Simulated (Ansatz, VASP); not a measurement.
# Te (Tellurium) in two plane-wave programs

Wanted: the spread between two codes on one cell, functional and k mesh. The cell is taken from a series of runs on this material, whose earlier steps may have relaxed, scaled, displaced or heated it; both programs get it as it stands.

Method: plane waves, with VASP 6.6.1 beside it; zone-centre phonons at LDA, in Ansatz 0.2.0.

### 1. Starting point

Symmetry: P3_121, No. 152, trigonal system. Conventional cell: a = 4.404 Å, b = 4.404 Å, c = 5.929 Å, α = 90.00°, β = 90.00°, γ = 120.00°. Nearest to Te lie 2 Te at 2.88 Å.

Coordinates:

```cif
data_structure
_symmetry_space_group_name_H-M 'P 1'
_symmetry_Int_Tables_number 1
_cell_length_a 4.4039
_cell_length_b 4.4039
_cell_length_c 5.9291
_cell_angle_alpha 90.000
_cell_angle_beta 90.000
_cell_angle_gamma 120.000
_cell_volume 99.59
loop_
_atom_site_label
_atom_site_type_symbol
_atom_site_fract_x
_atom_site_fract_y
_atom_site_fract_z
_atom_site_occupancy
Te1 Te 0.27539 0.00000 0.33333 1
Te2 Te 0.00000 0.27539 0.66667 1
Te3 Te 0.72461 0.72461 0.00000 1
```

### 2. Ansatz: zone-centre phonons, LDA

Ansatz runs on its PAW soft_1 files.

Second derivatives magnify differences that forces hide, and they need a tight electronic threshold.

File input.yaml:

```yaml
crystal:
  lattice:
    - [4.403920201, 0.0, 0.0]
    - [-2.2019601005, 3.8139067704, 0.0]
    - [0.0, 0.0, 5.9290639837]
  atoms:
    - { symbol: Te, position: [0.2753931604, 0.0, 0.3333333333] }
    - { symbol: Te, position: [0.0, 0.2753931604, 0.6666666667] }
    - { symbol: Te, position: [0.7246068396, 0.7246068396, 0.0] }
kpoints:
  mp_grid: { grid: [12, 12, 8] }
hamiltonian:
  xc: lda
  pseudopotentials: { kind: paw, azcp: { folder: soft_1 }, xc_functional: pbe }
scf:
  occupations: { method: methfessel_paxton, width: 0.2 }
output:
  eigenvalues: true
phonons:
  method: dfpt
```

Launch:

```sh
$ ansatz run input.yaml --threads 4 --pin off --max-ram 10240MiB --backend cpu --events-out ev --progress --plain --runs-dir out
```

Numbers of over 12 decimals in the logs are rounded to 6 here.

Log:

```text
zone centre: on kpoints.mp_grid the ground state, and the responses unless they are solved on pairs of k-points, stand on 320 of the mesh's 1152 k-points, reduced under 2 symmetry operations, with k and −k counted as one. Each operation leaves every solved displacement unchanged or reverses it
Engine: ansatz 0.2.0, aarch64-unknown-linux-gnu
Pseudopotentials: kind: paw
Pseudopotential: Te, paw, valence charge 16, recommended cutoff 420 eV (normal), soft_1/Te.paw.azcp
Functional definition: SPW92
  exchange = slater_x
  correlation = pw_c
Crystal: 3 atoms, lattice volume = 99.585 Å³
Basis set: ecut = 420 eV, 1945 PW (Γ), exchange–correlation on 60×60×96 points (8 copies of the dense FFT grid, shifted against one another)
Bands: 29, of which v1, the nominal top of the filled ones, is band 24 counted from 1 (23 counted from 0)
Symmetry: 6 space group operations
k-points: 320 of 1152 (irreducible under 2 space group operations, time reversal used)
Non-local potential: Te, projectors of the file, l = 0: 2, l = 1: 2, l = 2: 2, l = 3: 1
PAW form: soft (Blöchl's): semilocal exchange-correlation on the pseudo side does not see the compensation charge
PAW frozen core: Te, regenerated for the run's functional, and the local potential with it (the file was generated under x = pbe(κ = 0.804, μ = 0.219515), c = pbe(β = 0.066725))
PAW one-centre angular grid: Te, 590 points (default); XC on 64 Gauss nodes
Initial density: superposition of atomic densities (chi_scale 0.1, normalization cell)
Initial wavefunctions: pseudopotential atomic-orbital guess
Functional: x = slater, c = lda
SCF iter   1: F=—  HF=-20481.826587 eV  |F-HF|=—  |Δ(HF+E_count)|=         —  Δρ=1.51e-2  dr2=1.61e-1  ethr=3.10e-3  ⟨swp⟩=8.6  Hψ=45900  notcnv=0
preconditioner: auto → Resta (q_TF=auto, 2.416 Å⁻¹)  ε∞=4.3  [insulator: Δε(μ)=0.244 eV  Ē_g=8.674 eV  σ=0.200 eV  W_gap=0.59  n_scr=22 (ndim 8)  ℏωp=15.8 eV  f_vac=0.008  D(μ)=-0.04/eV (n_scr^D=0)  ε∞_Penn≈4.3]
SCF iter   2: F=—  HF=-20481.793544 eV  |F-HF|=—  |Δ(HF+E_count)|=   3.30e-2  S|Δr|=    0.00e0  Δρ=8.44e-3  dr2=4.99e-2  ethr=3.35e-4  ⟨swp⟩=1.0  Hψ=11856  notcnv=0
SCF iter   3: F=—  HF=-20481.781963 eV  |F-HF|=—  |Δ(HF+E_count)|=   1.16e-2  S|Δr|=    0.00e0  Δρ=7.32e-4  dr2=4.82e-4  ethr=1.04e-4  ⟨swp⟩=2.5  Hψ=13245  notcnv=0
SCF iter   4: F=—  HF=-20481.782012 eV  |F-HF|=—  |Δ(HF+E_count)|=   4.84e-5  S|Δr|=    0.00e0  Δρ=2.20e-4  dr2=5.07e-5  ethr=1.00e-6  ⟨swp⟩=2.6  Hψ=17888  notcnv=0
SCF iter   5: F=—  HF=-20481.782017 eV  |F-HF|=—  |Δ(HF+E_count)|=   5.64e-6  S|Δr|=    0.00e0  Δρ=7.05e-5  dr2=6.58e-6  ethr=1.06e-7  ⟨swp⟩=2.0  Hψ=14265  notcnv=0
SCF iter   6: F=—  HF=-20481.782018 eV  |F-HF|=—  |Δ(HF+E_count)|=   2.19e-7  S|Δr|=    0.00e0  Δρ=1.59e-5  dr2=2.72e-7  ethr=1.37e-8  ⟨swp⟩=3.0  Hψ=17460  notcnv=0
SCF iter   7: F=—  HF=-20481.782016 eV  |F-HF|=—  |Δ(HF+E_count)|=   1.91e-6  S|Δr|=    0.00e0  Δρ=2.26e-6  dr2=4.97e-9  ethr=5.66e-10  ⟨swp⟩=2.0  Hψ=11332  notcnv=0
SCF iter   8: F=—  HF=-20481.782016 eV  |F-HF|=—  |Δ(HF+E_count)|=   2.65e-9  S|Δr|=    0.00e0  Δρ=5.90e-7  dr2=2.54e-10  ethr=1.04e-11  ⟨swp⟩=2.0  Hψ=17228  notcnv=0
SCF iter   9: F=—  HF=-20481.782016 eV  |F-HF|=—  |Δ(HF+E_count)|=  3.64e-12  S|Δr|=    0.00e0  Δρ=1.13e-7  dr2=1.08e-11  ethr=1.00e-12  ⟨swp⟩=2.8  Hψ=17375  notcnv=0
SCF iter  10: F=-20481.782016 eV  HF=-20481.782016 eV  |F-HF|=3.64e-12  |Δ(HF+E_count)|=  3.64e-12  S|Δr|=    0.00e0  Δρ=3.19e-8  dr2=7.20e-13  ethr=1.00e-12  ⟨swp⟩=9.2  Hψ=47124  notcnv=0
SCF 1 converged in 10 iterations: F = -20481.782016 eV  dr2 = 7.20e-13
  greatest PAW one-centre occupation: 0.999 electrons in one spin orbital (limit 2), on the Te atom at site 2 (counted from 0), in its partial waves of l = 2
DFPT response loops at Γ: preconditioner auto → Kerker (q_TF=auto, 2.416 Å⁻¹) (partly filled bands, converged f_vac=0.018); β = 1.00, the filter's whole step (`scf.mixing.beta` (0.50) is not read by the response loops under this deck's `scf.mixing.preconditioner`; to damp them name `kerker` or `kerker_dos`, under which they read `scf.mixing.beta`, and type it under 1.00, their step now; both keys bind the ground state too); Broyden in place of MSR1
SCF converged after 10 iterations
Stability not checked: this state was not tested for a lower state beside it, because cold or Methfessel-Paxton smearing, or corrected tetrahedra, fill the levels in a way that the test cannot read (fill_not_monotonic; see scf.lower_state_search)
Free energy (F): -20481.782016 eV
Harris-Foulkes:  -20481.782016 eV  (|F-HF|=3.64e-12)
Internal energy: -20481.784795 eV  (E = F + TS)
E sigma→0 (E₀):  -20481.782711 eV
Entropy (-TS):   0.002779 eV (0.926 meV/atom)
Fermi energy:    8.937631 eV
Step filling:    the computed levels leave a gap of 0.0849 eV = 0.4 smearing widths at the electron count; against every level under it full and every level over it empty, smearing changes F+E_penalty+E_count by +0.313 meV and its σ→0 estimate by -0.381 meV
--- Per-component energies (eV) ---
  E_band       = -795.948292
  E_kinetic    = 518.583616
  E_local      = -4865.568362  (includes V_loc(G=0)·N_el)
  E_nonlocal   = 210.448490
  E_hartree    = 2416.397625
  E_xc         = -366.878137
  E_vxc        = -308.536392  (∫ρ·V_xc dr)
  E_paw        = -13549.687194  (= ΣΔE_a)
  E_vpaw       = -1183.671092  (= ΣTr[D̂ρ^β])
  E_aug_tail   = 0.000223  (compensation charges beyond the density's cutoff)
  E_ewald      = -4847.116982
  E_core_change = 2.035927  (= ΣΔE_core)
  E_smearing   = 0.002779  (= −TS)
  E_closure    = 0.000000  (closes the sum)
  Σ components = -20481.782016   (vs F -20481.782016, Δ=0.00e0)
--- Band table (eV; the first three rows and the last of 320) ---
  k-point 0: bands = [... 20 lower, 6.0863, 7.0788, 7.0788, 7.8362, 9.7697, 9.7697, 10.3743, 13.7440, ... 1 higher]
  k-point 1: bands = [... 20 lower, 6.2675, 7.1485, 7.1553, 7.8451, 9.6420, 9.6778, 10.2048, 13.4082, ... 1 higher]
  k-point 2: bands = [... 20 lower, 6.2944, 7.2915, 7.3771, 7.8682, 9.3789, 9.4564, 9.8128, 13.0608, ... 1 higher]
  k-point 319: bands = [... 20 lower, 4.2792, 7.4016, 7.7759, 8.4448, 9.5023, 10.4598, 10.4641, 13.7928, ... 1 higher]
--- Phonons (Γ-DFPT): 3 representative perturbations + reference, on 320 of 1152 k-points (Σ response iterations 9) ---
  k mesh reduced under 2 symmetry operations, with k and −k counted as one. Each operation leaves every solved displacement unchanged or reverses it
  ASR residual: 2.162e-5 → 0.000e0 eV/Å²; symmetrization residual: 3.374e-6 eV/Å²
  ASR residual per site (eV/Å²): 2.16e-5 2.02e-5 2.02e-5
  Γ frequencies (cm⁻¹): 0.00 0.00 0.00 81.72 81.72 86.89 102.45 127.48 127.48
  non-analytic LO–TO correction: not included (Born effective charges unavailable; polar crystals: no LO–TO splitting at Γ)
```

(Continued in part 2 of 2.)

[Lines on the potential files, build, host, timing and source positions are cut from VASP's logs without a mark.]

[Logs are printed without paths, hosts, clocks, repeated set-up lines and the standing remarks that a program may print on its own settings, such as how far it seeks lower states.]

[Hosts, paths, dates, database ids (printed as entryN), source tags and the programs' standing remarks are cut or masked in the printed files.]
